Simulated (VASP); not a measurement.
Write the native input for VASP 6.6.1 that does the following.

```yaml
Task: density of states
Functional: r2SCAN
Dispersion: D3(BJ)
Potentials_or_basis: VASP PAW PBE potentials, release 64 (Sc_sv, Si)
Cutoff: 450 eV
k_mesh: 10 × 10 × 9
Occupations: tetrahedron
Spin: no spin polarisation
Further_INCAR_settings: ALGO = Normal; EDIFF = 1e-06; NBANDS = 16
```

The structure of ScSi2 lies in POSCAR:

```
ScSi2
3.66
    1.000000000000      0.000000000000      0.000000000000
   -0.500000000000      0.866025403798      0.000000000000
    0.000000000000      0.000000000000      1.057377049180
Sc Si
1 2
Direct
    0.0000000000      0.0000000000      0.0000000000
    0.6666666667      0.3333333333      0.5000000000
    0.3333333333      0.6666666667      0.5000000000
```

These files were run (other wordings do the same):

INCAR

```
  PREC = Accurate
  ENCUT = 450
  EDIFF = 1E-6
  ISMEAR = -5
  SIGMA = 0.1
  LREAL = False
  LASPH = True
  NELM = 60
  ALGO = Normal
  ISIF = 2
  LWAVE = False
  LCHARG = False
  LMAXMIX = 4
  METAGGA = R2SCAN
  LMIXTAU = True
  IVDW = 12
  VDW_S6 = 1.0
  VDW_S8 = 0.78981345
  VDW_A1 = 0.49484001
  VDW_A2 = 5.73083694
  LORBIT = 11
  NBANDS = 16
  NEDOS = 1001
```

KPOINTS

```
regular mesh
0
Gamma
  10 10 9
```

Potentials or basis: VASP PAW PBE potentials, release 64 (Sc_sv, Si).

Command:

```bash
$ cat potpaw_PBE.64/Sc_sv/POTCAR potpaw_PBE.64/Si/POTCAR > POTCAR
$ mpirun -np 1 vasp_std > vasp.out
```

It gave:

```
Pressure                                              : 22.2 GPa
Band gap on the k mesh                                : none (metal or under the smearing width)
Valence electrons inside the program's atomic spheres : Sc 9.50; Si 1.88
Dispersion energy per atom                            : -0.230 eV
```

Caveat: so large a pressure means that the cell lies far from this level's equilibrium, or that cutoff or potentials fall short; the potentials were made for another functional, which shifts forces and pressure; pairwise dispersion overbinds metals, which lowers pressure and volume; tetrahedron occupations give inexact forces and stress in metals.

Wall time 2.5 min on 1 thread of Intel(R) Xeon(R) Platinum 8559C (Emerald Rapids) (shared host), peak memory 0.2 GiB.
